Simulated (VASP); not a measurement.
```xyz
2
Lattice="0.0000 2.4246 2.4246 2.4246 0.0000 2.4246 2.4246 2.4246 0.0000" Properties=species:S:1:pos:R:3 pbc="T T T"
Be     0.0000     0.0000     0.0000
S      1.2123     1.2123     1.2123
```

The numbers are results of AM05 GGA, VASP's PBE PAW potentials (set 64) (plane waves; VASP 6.6.1), not measurements. Settings: 520 eV cut-off, Gaussian smearing of 0.050 eV, potentials Be S.

Problem. Predict the band gap (along the path) with the smallest direct gap where there is one.

Solution. 
```json
{
 "band gap (along the path)": "3.00 eV",
 "smallest direct gap (along the path)": "5.58 eV"
}
```

Only differences to runs with the same potentials and settings are physical.

The compound is BeS in the zinc blende structure. It was relaxed first.
